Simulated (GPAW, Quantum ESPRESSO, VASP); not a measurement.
# Code comparison for ZnO (P6_3mc, 4 atoms in the cell)

Self-consistent single point.

```yaml
crystal:
  lattice:
    - [3.23735, 0.00000, 0.00000]
    - [-1.61868, 2.80363, 0.00000]
    - [0.00000, 0.00000, 5.22206]
  atoms:
    - { symbol: Zn, position: [0.66667, 0.33333, 0.50059] }
    - { symbol: Zn, position: [0.33333, 0.66667, 0.00059] }
    - { symbol: O, position: [0.66667, 0.33333, 0.87972] }
    - { symbol: O, position: [0.33333, 0.66667, 0.37972] }
```

Shared settings, as Quantum ESPRESSO writes them: occupations = smearing; smearing = fermi-dirac; degauss = 0.00147 Ry; K_POINTS = automatic 8 8 5 0 0 0. Potentials and cutoffs stand in the table.

```tsv
code	model	gap on the mesh (eV)	cutoff
VASP	PBEsol, VASP's PBE PAW potentials (set 64)	0.676	400 eV
GPAW	PBEsol, GPAW PAW datasets PBEsol (made by gpaw-setup)	0.688	950 eV
Quantum ESPRESSO	PBEsol, GBRV 1.5 ultrasoft (PBESOL) pseudopotentials	0.716	50 Ry
```

Gaps are read on the mesh.

The spread over the programs that give each value: gap on the mesh within 0.040 eV.

The starting cell comes from a database of computed structures (which also holds hypothetical and non-ambient phases and stackings), without a prior relaxation at this level.

Left out of this page: Ansatz, ABINIT, CP2K, FLEUR and SIESTA (not drawn, or without a comparable value).
